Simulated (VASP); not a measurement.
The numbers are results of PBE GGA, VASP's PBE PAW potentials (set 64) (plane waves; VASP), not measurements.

The input files of a VASP run:

**INCAR**
```
ALGO=Normal
EDIFF=1E-6
ENCUT=400
GGA=PE
ISIF=2
ISMEAR=1
LASPH=T
LCHARG=F
LMAXMIX=4
LREAL=F
LWAVE=F
NELM=100
PREC=Accurate
SIGMA=0.1
SYSTEM=Zr
```

**KPOINTS**
```
Automatic
0
Monkhorst
  7 7 4
```

### POSCAR
```
Zr
1.0
  1.6473000000  -2.8532070000   0.0000000000
  1.6473000000   2.8532070000   0.0000000000
  0.0000000000   0.0000000000   5.2530000000
Zr
2
direct
  0.3333330000   0.6666670000   0.2500000000
  0.6666670000   0.3333330000   0.7500000000
```

POTCAR, in this order: Zr_sv (PBE.64 set). Program: vasp_std.

The resulting files:

### OUTCAR
```
 ion  position               nearest neighbor table
   1  0.333  0.667  0.250-   2 3.24   2 3.24   2 3.24   2 3.24   2 3.24   2 3.24
   2  0.667  0.333  0.750-   1 3.24   1 3.24   1 3.24   1 3.24   1 3.24   1 3.24
  LATTYP: Found a hexagonal cell.
 ALAT       =     3.2945997443
 C/A-ratio  =     1.5944273683
 Subroutine PRICEL returns:
 Original cell was already a primitive cell.
 Subroutine GETGRP returns: Found 24 space group operations
The static configuration has the point symmetry D_3d.
 The point group associated with its full space group is D_6h.
The dynamic configuration has the point symmetry D_3d.
 Subroutine INISYM returns: Found 24 space group operations
 Subroutine IBZKPT returns following result:
 Found     16 irreducible k-points:

 Following reciprocal coordinates:
            Coordinates               Weight
  0.000000  0.000000  0.125000      2.000000
  0.142857 -0.000000  0.125000     12.000000
  0.285714  0.000000  0.125000     12.000000
  0.428571 -0.000000  0.125000     12.000000
  0.142857  0.142857  0.125000     12.000000
  0.285714  0.142857  0.125000     24.000000
  0.428571  0.142857  0.125000     12.000000
...
```

**OSZICAR**
```
       N       E                     dE             d eps       ncg     rms          rms(c)
DAV:   1     0.186204067891E+03    0.18620E+03   -0.12017E+04   512   0.123E+03
DAV:   2    -0.461895587772E+01   -0.19082E+03   -0.18933E+03   648   0.372E+02
DAV:   3    -0.175177670432E+02   -0.12899E+02   -0.12869E+02   944   0.696E+01
DAV:   4    -0.177756913357E+02   -0.25792E+00   -0.25792E+00   576   0.113E+01
DAV:   5    -0.177842017831E+02   -0.85104E-02   -0.85103E-02   776   0.135E+00    0.128E+01
DAV:   6    -0.171059318724E+02    0.67827E+00   -0.10964E+00   536   0.895E+00    0.482E+00
DAV:   7    -0.169700351610E+02    0.13590E+00   -0.67767E-01   688   0.611E+00    0.114E+00
DAV:   8    -0.169749859305E+02   -0.49508E-02   -0.41515E-02   680   0.162E+00    0.321E-01
DAV:   9    -0.169751691298E+02   -0.18320E-03   -0.27390E-03   560   0.530E-01    0.406E-02
DAV:  10    -0.169751080114E+02    0.61118E-04   -0.80428E-05   760   0.580E-02    0.268E-02
DAV:  11    -0.169751064580E+02    0.15535E-05   -0.12944E-05   592   0.441E-02    0.472E-03
DAV:  12    -0.169751065293E+02   -0.71327E-07   -0.40977E-07   408   0.511E-03
   1 F= -.16975107E+02 E0= -.16974276E+02  d E =-.249161E-02
```

File OUTCAR:
```
------------------------ aborting loop because EDIFF is reached ----------------------------------------
  FORCE on cell =-STRESS in cart. coord.  units (eV):
  Direction    XX          YY          ZZ          XY          YZ          ZX
  --------------------------------------------------------------------------------------
  Total       -1.4692857     -1.4692854     -1.1518372     -0.0000000      0.0000000      0.0000000
  in kB      -47.6731074    -47.6730975    -37.3730290     -0.0000000      0.0000000      0.0000000
  external PRESSURE =     -44.2397446 kB  Pullay stress =       0.0000000 kB
  volume of cell :       49.38
      direct lattice vectors                 reciprocal lattice vectors
     1.647300000 -2.853207000  0.000000000     0.303526984 -0.175241404  0.000000000
     1.647300000  2.853207000  0.000000000     0.303526984  0.175241404  0.000000000
     0.000000000  0.000000000  5.253000000     0.000000000  0.000000000  0.190367409
 POSITION                                       TOTAL-FORCE (eV/Angst)
 -----------------------------------------------------------------------------------
      1.64730      0.95107      1.31325        -0.000000      0.000000      0.000000
      1.64730     -0.95107      3.93975         0.000000     -0.000000      0.000000
 -----------------------------------------------------------------------------------
    total drift:                                0.000000      0.001150     -0.000019
  FREE ENERGIE OF THE ION-ELECTRON SYSTEM (eV)
  ---------------------------------------------------
  free  energy   TOTEN  =       -16.9751065293 eV

  energy  without entropy=      -16.9726149172  energy(sigma->0) =      -16.97427599
```
(Selected blocks of OUTCAR.)

The compound is Zr in the hcp structure. The cell was not relaxed at this level. The k-mesh is coarse (spacing up to 0.31 per Å, 2π included), so the numbers may not be converged in it. The run is one of a series of settings (KPOINTS 7×7×4 Monkhorst-Pack mesh against the base run), some of them coarse on purpose.
